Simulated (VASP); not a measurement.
Calculation: AM05 GGA, VASP's PBE PAW potentials (set 64) (plane waves; VASP 6.6.1).

A VASP calculation is set up with these files.

### INCAR
```
# general
SYSTEM   =  Tc
PREC     =  Accurate
ENCUT    =  520   # plane-wave cut-off (eV)
LREAL    =  .FALSE.   # projection in real space or not
LASPH    =  .TRUE.

# electronic loop
EDIFF    =  1E-6   # SCF stop (eV)
NELM     =  100   # most electronic steps
ALGO     =  Normal   # blocked Davidson
LMAXMIX  =  4

# smearing
ISMEAR   =  1   # Methfessel-Paxton
SIGMA    =  0.1

# functional
GGA      =  AM   # AM05

# ions
IBRION   =  2   # conjugate gradients
NSW      =  60
ISIF     =  3
EDIFFG   =  -0.01   # ionic stop

# output
LWAVE    =  .FALSE.
LCHARG   =  .FALSE.
```

POSCAR:
```
Tc
1
    1.3700000000    -2.3729100000     0.0000000000
    1.3700000000     2.3729100000     0.0000000000
    0.0000000000     0.0000000000     4.3900000000
Tc
2
Direct
  0.3333330000   0.6666670000   0.2500000000
  0.6666670000   0.3333330000   0.7500000000
```

### KPOINTS
```
Automatic mesh
0
gamma
 14 14 8
0 0 0
```

POTCAR, in this order: Tc_pv (PBE.64 set). Program: vasp_std.

Output of the run:

OSZICAR:
```
       N       E                     dE             d eps       ncg     rms          rms(c)
DAV:   1     0.310170738559E+03    0.31017E+03   -0.16905E+04  4104   0.162E+03
DAV:   2    -0.155450064205E+02   -0.32572E+03   -0.32255E+03  4433   0.455E+02
DAV:   3    -0.235933429363E+02   -0.80483E+01   -0.78334E+01  4924   0.818E+01
DAV:   4    -0.236763286034E+02   -0.82986E-01   -0.81643E-01  4463   0.788E+00
DAV:   5    -0.236771100363E+02   -0.78143E-03   -0.78117E-03  4617   0.715E-01    0.250E+01
DAV:   6    -0.221887419756E+02    0.14884E+01   -0.36487E+00  4334   0.188E+01    0.753E+00
DAV:   7    -0.220156660996E+02    0.17308E+00   -0.66999E-01  4675   0.720E+00    0.854E-01
DAV:   8    -0.220045496051E+02    0.11116E-01   -0.11144E-02  4199   0.120E+00    0.348E-01
DAV:   9    -0.220041298649E+02    0.41974E-03   -0.78597E-04  4835   0.243E-01    0.261E-02
DAV:  10    -0.220041352835E+02   -0.54186E-05   -0.36340E-05  4326   0.519E-02    0.140E-02
DAV:  11    -0.220041352159E+02    0.67569E-07   -0.10138E-06  2322   0.110E-02
   1 F= -.22004135E+02 E0= -.22003694E+02  d E =-.220041E+02
       N       E                     dE             d eps       ncg     rms          rms(c)
DAV:   1    -0.259176735514E+02   -0.39135E+01   -0.11691E+02  4143   0.126E+02    0.266E+01
DAV:   2    -0.219907525457E+02    0.39269E+01   -0.10289E+01  4140   0.363E+01    0.366E+00
DAV:   3    -0.217319758744E+02    0.25878E+00   -0.15109E+00  4452   0.123E+01    0.414E+00
DAV:   4    -0.217980028998E+02   -0.66027E-01   -0.63041E-02  4277   0.220E+00    0.557E-01
DAV:   5    -0.218046672971E+02   -0.66644E-02   -0.16543E-02  4518   0.121E+00    0.872E-02
DAV:   6    -0.218049796352E+02   -0.31234E-03   -0.34907E-04  4149   0.165E-01    0.344E-02
DAV:   7    -0.218049809230E+02   -0.12878E-05   -0.59275E-06  4555   0.211E-02    0.206E-03
DAV:   8    -0.218049811626E+02   -0.23960E-06   -0.87214E-07  2103   0.897E-03
   2 F= -.21804981E+02 E0= -.21804987E+02  d E =0.199154E+00
       N       E                     dE             d eps       ncg     rms          rms(c)
DAV:   1    -0.244519922861E+02   -0.26470E+01   -0.74737E+01  4233   0.111E+02    0.163E+01
DAV:   2    -0.220907313228E+02    0.23613E+01   -0.67953E+00  4260   0.270E+01    0.285E+00
DAV:   3    -0.219850583921E+02    0.10567E+00   -0.87094E-01  4405   0.896E+00    0.200E+00
DAV:   4    -0.220268306471E+02   -0.41772E-01   -0.55304E-02  4104   0.182E+00    0.933E-01
DAV:   5    -0.220246892811E+02    0.21414E-02   -0.82582E-03  4476   0.867E-01    0.117E-01
DAV:   6    -0.220250613222E+02   -0.37204E-03   -0.28914E-04  4472   0.149E-01    0.168E-02
DAV:   7    -0.220250611199E+02    0.20228E-06   -0.46057E-06  4097   0.154E-02
   3 F= -.22025061E+02 E0= -.22024661E+02  d E =-.209259E-01
       N       E                     dE             d eps       ncg     rms          rms(c)
DAV:   1    -0.220253672706E+02   -0.30595E-03   -0.82842E-03  4222   0.111E+00    0.189E-01
DAV:   2    -0.220250898046E+02    0.27747E-03   -0.80160E-04  4221   0.298E-01    0.265E-02
DAV:   3    -0.220250790288E+02    0.10776E-04   -0.91242E-05  4443   0.919E-02    0.265E-02
DAV:   4    -0.220250853239E+02   -0.62951E-05   -0.44921E-06  3983   0.177E-02    0.207E-03
DAV:   5    -0.220250856166E+02   -0.29266E-06   -0.84231E-07  2086   0.897E-03
   4 F= -.22025086E+02 E0= -.22024689E+02  d E =-.209504E-01
```

### OUTCAR
```
------------------------ aborting loop because EDIFF is reached ----------------------------------------
  FORCE on cell =-STRESS in cart. coord.  units (eV):
  Direction    XX          YY          ZZ          XY          YZ          ZX
  --------------------------------------------------------------------------------------
  Total       -0.0077602     -0.0077602      0.0063040      0.0000000      0.0000000      0.0000000
  in kB       -0.4476539     -0.4476540      0.3636531      0.0000000      0.0000000      0.0000000
  external PRESSURE =      -0.1772183 kB  Pullay stress =       0.0000000 kB
  volume of cell :       27.77
      direct lattice vectors                 reciprocal lattice vectors
     1.357571493 -2.351383184 -0.000000000     0.368304728 -0.212640799  0.000000000
     1.357571493  2.351383184 -0.000000000     0.368304728  0.212640799  0.000000000
    -0.000000000  0.000000000  4.350372765     0.000000000  0.000000000  0.229865360
 POSITION                                       TOTAL-FORCE (eV/Angst)
 -----------------------------------------------------------------------------------
      1.35757      0.78380      1.08759        -0.000000     -0.000000      0.000000
      1.35757     -0.78380      3.26278         0.000000      0.000000      0.000000
 -----------------------------------------------------------------------------------
    total drift:                               -0.000024      0.000603     -0.000043
  FREE ENERGIE OF THE ION-ELECTRON SYSTEM (eV)
  ---------------------------------------------------
  free  energy   TOTEN  =       -22.0250856166 eV

  energy  without entropy=      -22.0238942926  energy(sigma->0) =      -22.02468851

 reached required accuracy - stopping structural energy minimisation
```
(Selected blocks of OUTCAR.)

### CONTCAR
```
Tc
   1.00000000000000
     1.3575714930929235   -2.3513831838617838   -0.0000000000000000
     1.3575714930929235    2.3513831838617838   -0.0000000000000000
    -0.0000000000000000    0.0000000000000000    4.3503727645086938
  Tc
     2
Direct
     0.3333330000000032    0.6666669999999968    0.2500000000000000
     0.6666669999999968    0.3333330000000032    0.7500000000000000
```

Energy and stress use the plane-wave basis of the starting cell.

The compound is Tc in the hcp structure. This run relaxes it. Symmetry was kept, so distortions that lower it aren't found.
